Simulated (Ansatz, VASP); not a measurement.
# BaZrP in VASP and in Ansatz

```
Ba Zr P
1.0
     4.77533    0.00000    0.00000
     0.00000    4.77533    0.00000
     0.00000    0.00000    4.96459
Ba Zr P
1 1 1
Direct
  0.50000 0.50000 0.00000
  0.00000 0.00000 0.00000
  0.00000 0.00000 0.50000
```

Alike in both runs: functional PBE; k mesh 4 × 4 × 4; occupations gaussian, width 0.1 eV; no spin polarisation.

Ansatz relaxed the structure, and its values are those at the end. VASP's run is a single point on that final structure, the one shown.

|  | VASP | Ansatz |
| --- | --- | --- |
| version | VASP 6.6.1 | Ansatz 0.2.0 |
| potentials or method | VASP PAW PBE potentials, release 64 (Ba_sv, Zr_sv, P) | scalar-relativistic, plane waves, PAW |
| plane-wave cutoff (eV) | 520 | 420 |
| valence electrons in the cell | 27 | 27 |

Ansatz gave:

* gap on the k mesh at the Fermi level (eV): none
* pressure (GPa): 0.2

What did VASP give for the same quantities?

gap on the k mesh at the Fermi level (eV): none; pressure (GPa): 0.3.

A gap of «none» marks a metal or a gap that the smearing closes. With one functional, cell and mesh, what is left measures potentials, basis and numerics.

Spin-orbit coupling is left out, which matters for the levels of Ba.
